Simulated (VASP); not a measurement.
W2C3:

```
W C
1.0
     3.80375    0.00000    0.00000
     0.00000    3.80375    0.00000
     0.00000    0.00000    5.59787
W C
2 3
Direct
  0.00000 0.00000 0.00000
  0.50000 0.50000 0.50000
  0.50000 0.50000 0.18961
  0.50000 0.50000 0.81039
  0.00000 0.00000 0.50000
```

The cell was built by a generator and needn't be a form met in nature.

- Program: VASP 6.6.1
- Task: relaxation of cell and atoms
- Functional: PBE
- Potentials or basis: VASP PAW PBE potentials, release 64 (W_sv, C)
- Cutoff: 520 eV
- k mesh: 5 × 5 × 3
- Occupations: gaussian, width 0.15 eV
- Spin: no spin polarisation

At the start: pressure -20.4 GPa; volume 16.20 Å³/atom.

Question: How do energy, volume and symmetry change on relaxing?

Answer: Over 17 steps the energy falls by 2523.4 meV/atom and the volume is 10.45 Å³/atom (-35.5 %); space group P4/mmm (No. 123, to 0.05 Å).

Step by step:
| step | energy change (eV) | largest force (eV/Å) | pressure (GPa) | volume (Å³) |
| --- | --- | --- | --- | --- |
| 1 | 0.0000 | 11.5227 | -20.42 | 80.99 |
| 2 | -8.6600 | 24.6019 | 21.62 | 56.58 |
| 3 | -10.8272 | 2.0262 | -36.73 | 63.50 |
| 4 | -10.9990 | 3.2225 | -32.91 | 62.70 |
| 5 | -11.0504 | 4.3634 | -30.01 | 62.09 |
| 6 | -4.6253 | 7.1511 | 192.44 | 40.39 |
| 7 | -12.0796 | 4.6311 | -5.20 | 55.22 |
| 8 | -12.1038 | 4.7006 | -1.22 | 54.49 |
| 9 | -12.1077 | 4.7377 | 1.49 | 54.00 |
| 10 | -12.2160 | 2.6346 | -1.73 | 52.65 |
| 11 | -12.4943 | 0.2649 | -3.33 | 53.35 |
| 12 | -12.5877 | 0.5240 | 1.59 | 51.97 |
| 13 | -12.6012 | 0.5899 | 2.67 | 51.68 |
| 14 | -12.6064 | 0.4528 | -1.29 | 52.40 |
| 15 | -12.6163 | 0.0620 | 0.39 | 52.08 |
| 16 | -12.6163 | 0.0790 | 0.56 | 52.07 |
| 17 | -12.6168 | 0.0046 | 0.09 | 52.23 |

Final structure:
```
W C
1.0
     3.01444    0.00000    0.00000
     0.00000    3.01444    0.00000
     0.00000    0.00000    5.74815
W C
2 3
Direct
  0.00000 0.00000 0.00000
  0.50000 0.50000 0.50000
  0.50000 0.50000 0.12733
  0.50000 0.50000 0.87267
  0.00000 0.00000 0.50000
```

Caveat: the k mesh is coarse (spacing up to 0.37 Å⁻¹), so the values aren't converged; the volume moved by over 15 % at a fixed basis, so the end points are rough.
